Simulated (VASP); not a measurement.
Input:

```xyz
4
Lattice="1.2574 -2.1778 0.0000 1.2574 2.1778 0.0000 0.0000 0.0000 6.8359" Properties=species:S:1:pos:R:3 pbc="T T T"
C      0.0000     0.0000     1.7090
C      0.0000     0.0000     5.1269
C      1.2574     0.7259     1.7090
C      1.2574    -0.7259     5.1269
```

Method: optB88-vdW, VASP's PBE PAW potentials (set 64) (plane waves; VASP). Run with 520 eV cut-off, 10×10×4 Γ-centred mesh, Gaussian smearing of 0.050 eV, potentials C.

**Question.** The ions and cell shape at fixed volume are relaxed. Which structure does the run end with?

**Answer.** 
```xyz
4
Lattice="1.2349 -2.1389 0.0000 1.2349 2.1389 0.0000 0.0000 0.0000 7.0866" Properties=species:S:1:pos:R:3 pbc="T T T"
C      0.0000     0.0000     1.7717
C      0.0000     0.0000     5.3150
C      1.2349     0.7130     1.7717
C      1.2349    -0.7130     5.3150
```
Space group P6_3/mmc (194), at a tolerance of 0.03 Å.

**Question.** How much energy does the relaxation gain?

**Answer.** The energy (σ→0) changes by -22.4 meV/atom, in 3 ionic steps.

The compound is C in the graphite structure. This cell is one point of a volume scan, at 1.06 of the reference volume. Symmetry was kept, so distortions that lower it aren't found.
